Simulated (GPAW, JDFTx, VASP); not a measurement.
**One calculation of HfO2, 3 ways**

```xyz
3
Lattice="0.0000 2.5575 2.5575 2.5575 0.0000 2.5575 2.5575 2.5575 0.0000" Properties=species:S:1:pos:R:3 pbc="T T T"
Hf    0.0000    0.0000    0.0000
O     3.8363    3.8363    3.8363
O     1.2788    1.2788    1.2788
```

Measurements of this composition are mostly on another form, of space group No. 14.

Alike in all runs: task single point; functional PBEsol; k mesh 9 × 9 × 9; occupations gaussian, width 0.02 eV; no spin polarisation; no spin-orbit coupling. Pressure is positive in compression and, in plane waves, holds the error of the finite cutoff.

| program and potentials | plane-wave cutoff (eV) | notes | pressure (GPa) |
| --- | --- | --- | --- |
| JDFTx, PseudoDojo-SR-PBEsol-0.4.1-standard with smoothed tails | 1143 | - | -13.14 |
| GPAW, PAW data sets generated for this functional | 800 | - | -10.35 |
| VASP, PBE PAW files Hf_sv_GW, O_GW, 550 eV | 550 | potentials made for PBE | -11.30 |

The pressure spans -13.14 (JDFTx, PseudoDojo-SR-PBEsol-0.4.1-standard with smoothed tails) to -10.35 GPa (GPAW, PAW data sets generated for this functional). The cell lies far from this level's equilibrium.

The functional is the same throughout but for its coding, so the spread measures potentials, basis and numerics; runs on potential files found faulty are left out.
